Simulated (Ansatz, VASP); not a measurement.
**AlN: VASP beside Ansatz**

One calculation is typed for both programs; each brings its own data sets. How far apart do they land? The cell is taken from a series of runs on this material, whose earlier steps may have relaxed, scaled, displaced or heated it; both programs get it as it stands.

Program: Ansatz 0.2.0. Level of theory: plane waves, with VASP 6.6.1 beside it; zone-centre phonons at LDA. Results are calculated unless marked as measured.

## Step 1: The starting structure

The structure is cubic, space group F-43m (No. 216). The conventional cell has a = 4.371 Å, b = 4.371 Å, c = 4.371 Å, α = 90.00°, β = 90.00°, γ = 90.00°. Nearest to Al lie 4 N at 1.89 Å. N has 4 Al at 1.89 Å nearest. Farther neighbours and most contacts between anions are not listed.

## Step 2: VASP: zone-centre phonons, LDA

Second derivatives magnify differences that forces hide, and they need a tight electronic threshold.

Lines of VASP's logs that name or quote its potential files are left out, and so is its time.

INCAR reads:

```
SYSTEM = AlN
PREC = Accurate
ENCUT = 600
EDIFF = 1E-08
NELM = 120
ISMEAR = 0
SIGMA = 0.01
LREAL = .FALSE.
ALGO = Normal
GGA = CA
NBANDS = 10
LORBIT = 11
LWAVE = .FALSE.
LCHARG = .FALSE.
ISIF = 2
IBRION = 8
LEPSILON = .TRUE.
LASPH = .TRUE.
GGA_COMPAT = .FALSE.
EFERMI = MIDGAP
```

POSCAR reads:

```
AlN
1.0
    0.0000000000      2.1856908876      2.1856908876
    2.1856908876      0.0000000000      2.1856908876
    2.1856908876      2.1856908876      0.0000000000
Al N
1 1
Direct
    0.0000000000      0.0000000000      0.0000000000
    0.7500000000      0.7500000000      0.7500000000
```

KPOINTS reads:

```
Automatic mesh
0
Gamma
6 6 6
0 0 0
```

PAW data sets: Al and N (LDA family, release 64).

Launch:

```sh
> mpirun -np 1 vasp_std
```

Numbers of over 12 decimals in the logs are rounded to 6 here.

Log:

```text
[banner, memory and clock lines left out]
running    1 mpi-ranks, on    1 nodes
 distrk:  each k-point on    1 cores,    1 groups
 distr:  one band on    1 cores,    1 groups

 POSCAR found type information on POSCAR AlN
 POSCAR found :  2 types and       2 ions
 LDA part: xc-table for (Slater(with rela. corr.)+CA(PZ))
 , standard interpolation
 POSCAR, INCAR and KPOINTS ok, starting setup
 FFT: planning ... GRIDC
 FFT: planning ... GRID_SOFT
 FFT: planning ... GRID
 WAVECAR not read
 entering main loop
       N       E                     dE             d eps       ncg     rms          rms(c)
DAV:   1     0.142780572459E+02    0.14278E+02   -0.44822E+03   328   0.772E+02
DAV:   2    -0.179342422011E+02   -0.32212E+02   -0.31423E+02   378   0.145E+02
DAV:   3    -0.188912834455E+02   -0.95704E+00   -0.95589E+00   388   0.245E+01
DAV:   4    -0.188952501035E+02   -0.39667E-02   -0.39664E-02   364   0.190E+00
DAV:   5    -0.188952858745E+02   -0.35771E-04   -0.35771E-04   374   0.169E-01    0.863E+00
DAV:   6    -0.164446842933E+02    0.24506E+01   -0.13240E+01   332   0.192E+01    0.296E+00
DAV:   7    -0.163998737980E+02    0.44810E-01   -0.89982E-02   346   0.271E+00    0.191E+00
DAV:   8    -0.163709421017E+02    0.28932E-01   -0.30195E-02   332   0.168E+00    0.366E-01
DAV:   9    -0.163705792648E+02    0.36284E-03   -0.12864E-03   368   0.244E-01    0.180E-01
DAV:  10    -0.163705989116E+02   -0.19647E-04   -0.66099E-05   356   0.627E-02    0.417E-02
DAV:  11    -0.163705974760E+02    0.14356E-05   -0.13329E-06   364   0.914E-03    0.872E-03
DAV:  12    -0.163705974694E+02    0.65577E-08   -0.37654E-08   370   0.164E-03
   1 F= -.16370597E+02 E0= -.16370597E+02  d E =0.000000E+00
 Linear response reoptimize wavefunctions to high precision
DAV:   1    -0.163705974645E+02    0.48978E-08   -0.19942E-08   362   0.924E-04
DAV:   2    -0.163705974645E+02    0.15746E-10   -0.98203E-11   182   0.111E-04
 Linear response G [H, r] |phi>, progress :
  Direction:   1
       N       E                     dE             d eps       ncg     rms
RMM:   1    -0.333408666152E+02   -0.33341E+02    0.17952E+01   764   0.489E+01
RMM:   2    -0.313624614282E+02    0.19784E+01   -0.12879E+00   521   0.876E+00
RMM:   3    -0.313644846887E+02   -0.20233E-02   -0.13894E-02   528   0.813E-01
RMM:   4    -0.313641696657E+02    0.31502E-03   -0.30476E-04   546   0.986E-02
RMM:   5    -0.313641562854E+02    0.13380E-04   -0.12190E-05   556   0.134E-02
RMM:   6    -0.313641555890E+02    0.69646E-06   -0.26881E-06   567   0.191E-03
RMM:   7    -0.313641553833E+02    0.20562E-06   -0.24435E-06   558   0.330E-04
RMM:   8    -0.313641552717E+02    0.11160E-06   -0.68714E-06   458   0.112E-04
RMM:   9    -0.313641552765E+02   -0.48002E-08    0.25679E-07   428   0.943E-05
RMM:  10    -0.313641552764E+02    0.19059E-09    0.48713E-07   367   0.950E-05
RMM:  11    -0.313641552762E+02    0.10281E-09    0.30421E-07   327   0.957E-05
RMM:  12    -0.313641552763E+02   -0.31960E-10    0.11810E-07   278   0.950E-05
 Linear response G [H, r] |phi>, progress :
  Direction:   2
       N       E                     dE             d eps       ncg     rms
RMM:   1    -0.334516317388E+02   -0.33452E+02   -0.36052E+00   761   0.476E+01
RMM:   2    -0.311736949740E+02    0.22779E+01   -0.10961E+00   517   0.822E+00
RMM:   3    -0.311781169752E+02   -0.44220E-02   -0.11640E-02   526   0.762E-01
RMM:   4    -0.311778800357E+02    0.23694E-03   -0.27930E-04   546   0.937E-02
RMM:   5    -0.311778671493E+02    0.12886E-04   -0.11659E-05   559   0.127E-02
RMM:   6    -0.311778664745E+02    0.67474E-06   -0.22635E-06   576   0.186E-03
RMM:   7    -0.311778662752E+02    0.19931E-06   -0.16257E-07   552   0.317E-04
RMM:   8    -0.311778662642E+02    0.11038E-07    0.12375E-07   468   0.106E-04
RMM:   9    -0.311778662636E+02    0.52734E-09    0.41281E-07   407   0.896E-05
RMM:  10    -0.311778662638E+02   -0.20483E-09   -0.32793E-07   366   0.899E-05
RMM:  11    -0.311778662638E+02    0.34635E-10   -0.10883E-06   323   0.899E-05
RMM:  12    -0.311778662638E+02   -0.94857E-12   -0.61878E-07   274   0.900E-05
 Linear response G [H, r] |phi>, progress :
  Direction:   3
       N       E                     dE             d eps       ncg     rms
RMM:   1    -0.267138014959E+02   -0.26714E+02    0.84069E+01   710   0.481E+01
RMM:   2    -0.250287709472E+02    0.16850E+01   -0.12006E+00   514   0.830E+00
RMM:   3    -0.250348075516E+02   -0.60366E-02   -0.92358E-03   515   0.723E-01
RMM:   4    -0.250348697555E+02   -0.62204E-04   -0.12117E-04   546   0.870E-02
RMM:   5    -0.250348714887E+02   -0.17332E-05   -0.22196E-06   549   0.120E-02
RMM:   6    -0.250348715488E+02   -0.60083E-07    0.74252E-08   548   0.175E-03
RMM:   7    -0.250348715532E+02   -0.44305E-08    0.39741E-07   516   0.318E-04
RMM:   8    -0.250348715575E+02   -0.43190E-08    0.20999E-06   436   0.108E-04
RMM:   9    -0.250348715580E+02   -0.50587E-09   -0.33189E-07   392   0.907E-05
RMM:  10    -0.250348715580E+02    0.81641E-11   -0.82789E-07   358   0.909E-05
RMM:  11    -0.250348715580E+02    0.20407E-10   -0.49156E-07   295   0.910E-05
RMM:  12    -0.250348715580E+02   -0.26823E-11   -0.72535E-07   241   0.914E-05
 Linear response to external field (no local field effect), progress :
  Direction:   1
[...]
Linear response to external field (no local field effect), progress :
  Direction:   3
       N       E                     dE             d eps       ncg     rms          rms(c)
RMM:   1    -0.146928790398E+00   -0.14693E+00   -0.44636E-01   688   0.185E+00
RMM:   2    -0.150557538355E+00   -0.36287E-02   -0.10222E-03   513   0.209E-01
RMM:   3    -0.150566200823E+00   -0.86625E-05   -0.95967E-06   512   0.188E-02
RMM:   4    -0.150566323849E+00   -0.12303E-06   -0.13188E-07   525   0.218E-03
RMM:   5    -0.150566325307E+00   -0.14583E-08   -0.19760E-09   489   0.287E-04
 change of polarisation eV/A/(eV/A) component  3 :     0.038    -0.039     0.301
 dielectric tensor                  component  3 :     0.331    -0.342     3.609
 Linear response to external field, progress :
  Direction:   1
       N       E                     dE             d eps       ncg     rms          rms(c)
RMM:   1    -0.219805178228E+00   -0.21981E+00   -0.80565E-01  2032   0.212E+00
RMM:   2    -0.225721349099E+00   -0.59162E-02   -0.15990E-03  1476   0.251E-01    0.697E-01
RMM:   3    -0.218966739216E+00    0.67546E-02   -0.33479E-03  1422   0.374E-01    0.408E-01
RMM:   4    -0.226139750419E+00   -0.71730E-02   -0.47360E-03  1420   0.461E-01    0.500E-02
RMM:   5    -0.227256307351E+00   -0.11166E-02   -0.79109E-05  1503   0.725E-02    0.943E-03
RMM:   6    -0.227373451779E+00   -0.11714E-03   -0.55870E-07  1556   0.646E-03    0.388E-03
RMM:   7    -0.227407959253E+00   -0.34507E-04   -0.72255E-08  1539   0.212E-03    0.246E-04
RMM:   8    -0.227409697533E+00   -0.17383E-05    0.25904E-09  1501   0.177E-04    0.100E-04
RMM:   9    -0.227409628382E+00    0.69151E-07    0.19086E-09  1181   0.561E-05    0.416E-06
 change of polarisation eV/A/(eV/A) component  1 :     0.425     0.099     0.049
 dielectric tensor                  component  1 :     4.684     0.857     0.424
 Linear response to external field, progress :
  Direction:   2
       N       E                     dE             d eps       ncg     rms          rms(c)
RMM:   1    -0.219847241956E+00   -0.21985E+00   -0.80607E-01  2032   0.212E+00
RMM:   2    -0.225721359801E+00   -0.58741E-02   -0.15955E-03  1476   0.251E-01    0.697E-01
RMM:   3    -0.218966703851E+00    0.67547E-02   -0.33473E-03  1422   0.374E-01    0.408E-01
RMM:   4    -0.226139700311E+00   -0.71730E-02   -0.47350E-03  1419   0.461E-01    0.500E-02
RMM:   5    -0.227256274963E+00   -0.11166E-02   -0.78946E-05  1501   0.725E-02    0.943E-03
RMM:   6    -0.227373434878E+00   -0.11716E-03   -0.52985E-07  1557   0.645E-03    0.388E-03
RMM:   7    -0.227407962632E+00   -0.34528E-04   -0.68671E-08  1537   0.212E-03    0.246E-04
RMM:   8    -0.227409695644E+00   -0.17330E-05    0.35114E-09  1504   0.177E-04    0.100E-04
RMM:   9    -0.227409630201E+00    0.65443E-07    0.17525E-09  1185   0.562E-05    0.416E-06
 change of polarisation eV/A/(eV/A) component  2 :     0.099     0.425     0.048
 dielectric tensor                  component  2 :     0.857     4.684     0.418
 Linear response to external field, progress :
  Direction:   3
       N       E                     dE             d eps       ncg     rms          rms(c)
RMM:   1    -0.219814708159E+00   -0.21981E+00   -0.80575E-01  2032   0.212E+00
RMM:   2    -0.225721360166E+00   -0.59067E-02   -0.15985E-03  1476   0.251E-01    0.697E-01
RMM:   3    -0.218966722163E+00    0.67546E-02   -0.33478E-03  1422   0.374E-01    0.408E-01
RMM:   4    -0.226139739206E+00   -0.71730E-02   -0.47359E-03  1420   0.461E-01    0.500E-02
RMM:   5    -0.227256296944E+00   -0.11166E-02   -0.79105E-05  1503   0.725E-02    0.943E-03
RMM:   6    -0.227373430173E+00   -0.11713E-03   -0.56001E-07  1556   0.646E-03    0.388E-03
RMM:   7    -0.227407960015E+00   -0.34530E-04   -0.72250E-08  1535   0.212E-03    0.246E-04
RMM:   8    -0.227409698506E+00   -0.17385E-05    0.26034E-09  1500   0.177E-04    0.100E-04
RMM:   9    -0.227409630349E+00    0.68157E-07    0.19301E-09  1165   0.562E-05    0.416E-06
 change of polarisation eV/A/(eV/A) component  3 :     0.075     0.073     0.425
 dielectric tensor                  component  3 :     0.648     0.634     4.684
 Linear response DOF=           2
 Linear response progress:
  Degree of freedom:   1/  2
       N       E                     dE             d eps       ncg     rms          rms(c)
RMM:   1    -0.579877698372E-02   -0.57988E-02   -0.25620E-03  2125   0.680E-01
RMM:   2    -0.536710671725E-02    0.43167E-03   -0.21144E-04  1424   0.112E-01    0.875E-02
RMM:   3    -0.527139819879E-02    0.95709E-04   -0.79336E-05  1471   0.488E-02    0.474E-02
RMM:   4    -0.528118147996E-02   -0.97833E-05   -0.72999E-05  1458   0.461E-02    0.765E-03
RMM:   5    -0.527707042636E-02    0.41111E-05    0.82546E-07  1482   0.700E-03    0.720E-04
RMM:   6    -0.527621495911E-02    0.85547E-06   -0.20472E-07  1502   0.615E-04    0.316E-04
RMM:   7    -0.527528768931E-02    0.92727E-06   -0.29779E-07  1497   0.369E-04    0.270E-05
RMM:   8    -0.527526980539E-02    0.17884E-07    0.16274E-08  1544   0.344E-05    0.977E-06
RMM:   9    -0.527526450795E-02    0.52974E-08    0.78216E-09  1595   0.874E-06    0.712E-07
 first order change of Fermi-energy  -0.62845E+00
 force on displaced ion       1 direction 1 : -14.380  -0.000  -0.000
 Born effective charge ion    1 direction 1 :   2.525   0.000   0.000
 Linear response progress:
  Degree of freedom:   2/  2
       N       E                     dE             d eps       ncg     rms          rms(c)
RMM:   1    -0.231203104176E+00   -0.23120E+00    0.20316E-01  1739   0.325E+00
RMM:   2    -0.231748912138E+00   -0.54581E-03   -0.20197E-03  1422   0.378E-01    0.177E-01
RMM:   3    -0.232573805423E+00   -0.82489E-03   -0.66761E-04  1341   0.175E-01    0.879E-02
RMM:   4    -0.234340326154E+00   -0.17665E-02   -0.59272E-04  1356   0.161E-01    0.211E-02
RMM:   5    -0.234348190925E+00   -0.78648E-05   -0.16872E-05  1541   0.309E-02    0.190E-03
RMM:   6    -0.234364935465E+00   -0.16745E-04   -0.20319E-07  1564   0.286E-03    0.836E-04
RMM:   7    -0.234364959277E+00   -0.23812E-07   -0.10995E-07  1567   0.613E-04    0.590E-05
RMM:   8    -0.234363863148E+00    0.10961E-05   -0.59890E-09  1581   0.889E-05    0.260E-05
RMM:   9    -0.234363859203E+00    0.39454E-08   -0.13453E-09  1658   0.274E-05    0.237E-06
 first order change of Fermi-energy   0.62887E+00
 force on displaced ion       2 direction 1 : -14.382   0.000   0.000
 Born effective charge ion    2 direction 1 :  -2.561   0.000   0.000
 Born effective charges drift removed
 Linear response finished
```

From OUTCAR (step 2):

```text
ion  position               nearest neighbor table
   1  0.000  0.000  0.000-   2 1.89   2 1.89   2 1.89   2 1.89
   2  0.750  0.750  0.750-   1 1.89   1 1.89   1 1.89   1 1.89

  LATTYP: Found a face centered cubic cell.
 ALAT       =     4.3713817752

 Subroutine GETGRP returns: Found 24 space group operations
 (whereof 24 operations were pure point group operations)

The static configuration has the point symmetry T_d .

 Found     16 irreducible k-points:

   k-points           NKPTS =     16   k-points in BZ     NKDIM =     16   number of bands    NBANDS=     10

   dimension x,y,z NGX =    28 NGY =   28 NGZ =   28
   dimension x,y,z NGXF=    56 NGYF=   56 NGZF=   56

   ENCUT  =  600.0 eV  44.10 Ry    6.64 a.u.   6.17  6.17  6.17*2*pi/ulx,y,z

   NELECT =       8.0000    total number of electrons

 k-points in reciprocal lattice and weights: Automatic mesh
   0.00000000  0.00000000  0.00000000       0.005
   0.16666667  0.00000000  0.00000000       0.037
   0.33333333  0.00000000  0.00000000       0.037
   0.50000000  0.00000000  0.00000000       0.019
   0.16666667  0.16666667  0.00000000       0.028
   0.33333333  0.16666667  0.00000000       0.111
   0.50000000  0.16666667  0.00000000       0.111
  -0.33333333  0.16666667  0.00000000       0.111
  -0.16666667  0.16666667  0.00000000       0.056
[...]
-0.33333333  0.33333333  0.16666667       0.111
  -0.33333333  0.50000000  0.16666667       0.056

 average (electrostatic) potential at core
       1 -69.9393       2 -59.9263

  Total       -0.4661151     -0.4661151     -0.4661151      0.0000000     -0.0000000     -0.0000000
  in kB      -35.7608221    -35.7608221    -35.7608221      0.0000000     -0.0000000     -0.0000000
  external PRESSURE =     -35.7608221 kB  Pullay stress =       0.0000000 kB

  energy-cutoff  :      600.00
  volume of cell :       20.88
      direct lattice vectors                 reciprocal lattice vectors
     0.000000000  2.185690888  2.185690888    -0.228760619  0.228760619  0.228760619
     2.185690888  0.000000000  2.185690888     0.228760619 -0.228760619  0.228760619
     2.185690888  2.185690888  0.000000000     0.228760619  0.228760619 -0.228760619

 POSITION                                       TOTAL-FORCE (eV/Angst)
 -----------------------------------------------------------------------------------
      0.00000      0.00000      0.00000         0.000000     -0.000000      0.000000
      3.27854      3.27854      3.27854        -0.000000      0.000000     -0.000000
 -----------------------------------------------------------------------------------
    total drift:                                0.000000      0.000000      0.000000

 MACROSCOPIC STATIC DIELECTRIC TENSOR (including local field effects in DFT)
 ------------------------------------------------------
           4.683728     0.000000     0.000000
           0.000000     4.683728    -0.000000
          -0.000000    -0.000000     4.683728
 ------------------------------------------------------

 PIEZOELECTRIC TENSOR (including local field effects)  for field in x, y, z        (C/m^2)
          XX          YY          ZZ          XY          YZ          ZX
  --------------------------------------------------------------------------------
  x    -0.00000     0.00000     0.00000     0.00000     0.61805     0.00000
  y     0.00000     0.00000    -0.00000     0.00000     0.00000     0.61805
  z     0.00000     0.00000     0.00000     0.61805     0.00000     0.00000

 BORN EFFECTIVE CHARGES (including local field effects) (in |e|, cummulative output)
 ---------------------------------------------------------------------------------
 ion    1
    1     2.54369    -0.00000    -0.00000
    2     0.00000     2.54369     0.00000
    3     0.00000     0.00000     2.54369
 ion    2
    1    -2.54369     0.00000     0.00000
    2     0.00000    -2.54369    -0.00000
    3    -0.00000    -0.00000    -2.54369

 Eigenvectors and eigenvalues of the dynamical matrix
 ----------------------------------------------------

   1 f  =   19.526937 THz   122.691361 2PiTHz  651.348493 cm-1    80.756884 meV
             X         Y         Z           dx          dy          dz
      0.000000  0.000000  0.000000     0.000000    0.000000   -0.584472
      3.278536  3.278536  3.278536     0.000000    0.000000    0.811414

   2 f  =   19.526937 THz   122.691361 2PiTHz  651.348493 cm-1    80.756884 meV
             X         Y         Z           dx          dy          dz
      0.000000  0.000000  0.000000     0.000000    0.584472    0.000000
      3.278536  3.278536  3.278536    -0.000000   -0.811414    0.000000

   3 f  =   19.526937 THz   122.691361 2PiTHz  651.348493 cm-1    80.756884 meV
             X         Y         Z           dx          dy          dz
      0.000000  0.000000  0.000000    -0.584472    0.000000   -0.000000
      3.278536  3.278536  3.278536     0.811414   -0.000000    0.000000

   4 f/i=    0.000620 THz     0.003898 2PiTHz    0.020695 cm-1     0.002566 meV
             X         Y         Z           dx          dy          dz
      0.000000  0.000000  0.000000     0.807724   -0.075295    0.017441
      3.278536  3.278536  3.278536     0.581815   -0.054236    0.012563

   5 f/i=    0.000620 THz     0.003898 2PiTHz    0.020695 cm-1     0.002566 meV
             X         Y         Z           dx          dy          dz
      0.000000  0.000000  0.000000     0.076806    0.761567   -0.269275
      3.278536  3.278536  3.278536     0.055325    0.548567   -0.193962

   6 f/i=    0.000620 THz     0.003898 2PiTHz    0.020695 cm-1     0.002566 meV
             X         Y         Z           dx          dy          dz
      0.000000  0.000000  0.000000     0.008618    0.269701    0.765232
      3.278536  3.278536  3.278536     0.006207    0.194269    0.551206

 MACROSCOPIC STATIC DIELECTRIC TENSOR IONIC CONTRIBUTION
 ------------------------------------------------------
           3.898671    -0.000000    -0.000000
          -0.000000     3.898671    -0.000000
          -0.000000    -0.000000     3.898671
 ------------------------------------------------------

 ELASTIC MODULI CONTR FROM IONIC RELAXATION (kBar)
 Direction    XX          YY          ZZ          XY          YZ          ZX
 --------------------------------------------------------------------------------
 XX          -0.0000      0.0000      0.0000      0.0000     -0.0000      0.0000
 YY           0.0000     -0.0000      0.0000      0.0000      0.0000      0.0000
 ZZ           0.0000      0.0000     -0.0000      0.0000      0.0000     -0.0000
 XY           0.0000      0.0000      0.0000   -361.1802      0.0000      0.0000
 YZ          -0.0000      0.0000      0.0000      0.0000   -361.1802      0.0000
 ZX           0.0000      0.0000     -0.0000      0.0000      0.0000   -361.1802
 --------------------------------------------------------------------------------

 PIEZOELECTRIC TENSOR IONIC CONTR  for field in x, y, z        (C/m^2)
          XX          YY          ZZ          XY          YZ          ZX
  --------------------------------------------------------------------------------
  x    -0.00000    -0.00000    -0.00000     0.00000    -1.11659     0.00000
  y     0.00000     0.00000    -0.00000     0.00000     0.00000    -1.11659
  z    -0.00000     0.00000     0.00000    -1.11659    -0.00000     0.00000
```

(Part 1 of 2 ends here.)

[Lines on the potential files, build, host, timing and source positions are cut from VASP's logs without a mark.]

[Logs are printed without paths, hosts, clocks, repeated set-up lines and the standing remarks that a program may print on its own settings, such as how far it seeks lower states.]

[Hosts, paths, dates, database ids (printed as entryN), source tags and the programs' standing remarks are cut or masked in the printed files.]
